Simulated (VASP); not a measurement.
```yaml
crystal:
  lattice:
    - [1.94918, -3.37608, 0.00000]
    - [1.94918, 3.37608, 0.00000]
    - [0.00000, 0.00000, 6.49613]
  atoms:
    - { symbol: Sn, position: [0.00000, 0.00000, 0.00000] }
    - { symbol: Se, position: [0.33333, 0.66667, 0.24216] }
    - { symbol: Se, position: [0.66667, 0.33333, 0.75784] }
```

These are r2SCAN meta-GGA, VASP's PBE PAW potentials (set 64) (plane waves; VASP) values and carry that method's errors. Numerical set-up: 480 eV cut-off, 6×6×4 Γ-centred mesh, Gaussian smearing of 0.050 eV, potentials Sn_d Se.

Question: Give the force on each atom (eV/Å).

Answer: 
```
atom     Fx     Fy      Fz
----  -----  -----  ------
Sn1   0.000  0.000   0.000
Se2   0.000  0.000  -0.159
Se3   0.000  0.000   0.159
```

Question: Give the stress tensor in GPa (positive for a compressed cell).

Answer: 
```
-2.06   0.00   0.00
 0.00  -2.06   0.00
 0.00   0.00  -1.04
```
The pressure is its mean diagonal, -1.72 GPa.

The compound is SnSe2 in the 1T layered structure. This cell was strained or had an atom moved on purpose.
